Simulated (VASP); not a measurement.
VASP runs on AuAl₂ (fluorite) share one base input (PBE GGA, plane waves, VASP's PBE PAW potentials (set 64)) and change the settings named in each case.

### POSCAR
```
AuAl2
1
    0.0000000000     3.0000000000     3.0000000000
    3.0000000000     0.0000000000     3.0000000000
    3.0000000000     3.0000000000     0.0000000000
Al Au
2 1
Direct
  0.2500000000   0.2500000000   0.2500000000
  0.7500000000   0.7500000000   0.7500000000
  0.0000000000   0.0000000000   0.0000000000
```

### KPOINTS
```
kpoints
0
Gamma
8 8 8
0 0 0
```

INCAR:
```
! general
SYSTEM  = AuAl2
PREC    = Accurate
ENCUT   = 400
LREAL   = .False.
LASPH   = .True.

! electronic loop
EDIFF   = 1E-6
NELM    = 100
ALGO    = Normal
LMAXMIX = 6

! smearing
ISMEAR  = 1
SIGMA   = 0.1

! functional
GGA     = PE

! ions
ISIF    = 2

! output
LWAVE   = .False.
LCHARG  = .False.
```

POTCAR, in this order: Al Au (PBE.64 set). Program: vasp_std.

| change | E(σ→0) (eV/atom) | pressure (GPa) | −TS (eV) |
|---|---|---|---|
| base run | -4.0042 | 2.97 | -0.0015 |
| IVDW = 11 | -4.3260 | [?] | -0.0015 |
| GGA = 91 | -4.0002 | [?] | -0.0015 |
| GGA = AM | -4.2890 | -0.44 | -0.0012 |
| GGA removed, LMIXTAU = .TRUE., METAGGA = TPSS | -6.7969 | 1.59 | -0.0009 |
| IVDW = 12 | -4.4065 | -0.85 | -0.0015 |
| IVDW = 13 | -4.4145 | -0.63 | -0.0015 |

Problem. What belongs in the gaps?

Solution. 
- IVDW = 11, pressure (GPa): -1.02
- GGA = 91, pressure (GPa): 3.41

Energies of different potentials or functionals have different zeros. Unless said otherwise, spin-orbit coupling is left out, though it shifts the bands of the heavy elements here.

Left out are runs that ran out of time, are held back, or changed the cell or the kind of run, fixed moments of cells without a moment, rows past the twelfth, gaps on odd meshes, pressures of charged cells and columns that move by less than the noise.

The compound is AuAl2 in the fluorite structure. The cell was not relaxed at this level. The electron count is odd and the run is not spin-polarised, which forces a metal.
